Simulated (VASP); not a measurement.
Given:

```xyz
1
Lattice="-1.6830 1.6830 1.6830 1.6830 -1.6830 1.6830 1.6830 1.6830 -1.6830" Properties=species:S:1:pos:R:3 pbc="T T T"
Nb     0.0000     0.0000     0.0000
```

Method: PBE GGA, VASP's PBE PAW potentials (set 64) (plane waves; VASP 6.6.1). Numerical set-up: 400 eV cut-off, 14×14×14 Γ-centred mesh, first-order Methfessel-Paxton smearing of 0.10 eV, potentials Nb_sv.

Q: Give the stress tensor in GPa (positive for a compressed cell).

A: 
```
-8.25   0.00   0.00
 0.00  -8.25   0.00
 0.00   0.00  -8.25
```
The pressure is its mean diagonal, -8.25 GPa.

The compound is Nb in the bcc structure. The cell was not relaxed at this level.
